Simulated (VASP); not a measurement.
OSZICAR of a VASP run on Ho (hcp):

OSZICAR:
```
       N       E                     dE             d eps       ncg     rms          rms(c)
DAV:   1     0.878732940049E+02    0.87873E+02   -0.83525E+03  2418   0.128E+03
DAV:   2    -0.337412905320E+01   -0.91247E+02   -0.89879E+02  3177   0.552E+02
DAV:   3    -0.813359845459E+01   -0.47595E+01   -0.45676E+01  3618   0.910E+01
DAV:   4    -0.834529108691E+01   -0.21169E+00   -0.20595E+00  3815   0.132E+01
DAV:   5    -0.835078900587E+01   -0.54979E-02   -0.54397E-02  3673   0.230E+00    0.236E+01
DAV:   6    -0.835311614193E+01   -0.23271E-02   -0.29060E-02  3659   0.224E+00    0.141E+01
DAV:   7    -0.836392781414E+01   -0.10812E-01   -0.54594E-02  3553   0.315E+00    0.309E-01
DAV:   8    -0.836384049882E+01    0.87315E-04   -0.32201E-03  3238   0.612E-01    0.610E-02
DAV:   9    -0.836388495009E+01   -0.44451E-04   -0.22717E-04  3696   0.178E-01    0.351E-02
DAV:  10    -0.836386858690E+01    0.16363E-04   -0.36166E-05  3683   0.620E-02    0.546E-02
DAV:  11    -0.836387321881E+01   -0.46319E-05   -0.45541E-06  3532   0.208E-02    0.223E-03
DAV:  12    -0.836387384284E+01   -0.62404E-06   -0.25802E-07  2425   0.620E-03    0.159E-03
DAV:  13    -0.836387370183E+01    0.14101E-06   -0.38337E-08  1887   0.438E-03    0.243E-04
DAV:  14    -0.836387377719E+01   -0.75356E-07   -0.16518E-08  1807   0.294E-03
   1 F= -.83638738E+01 E0= -.83638738E+01  d E =0.000000E+00
```

Q: Which electronic solver shows in the log?

A: It is blocked Davidson (ALGO = Normal, or the opening steps of other solvers). The INCAR had ALGO = Normal.

Q: Can the final energy be trusted as converged?

A: The run converged. It stopped with EDIFF = 1E-7, NELM = 100 (RPBE GGA, plane waves, VASP's PBE PAW potentials (set 64)). The 4f electrons are frozen in the core of the lanthanide potential, so 4f levels, which can set the real gap, and their magnetism are missing.

The compound is Ho in the hcp structure. It was relaxed first.
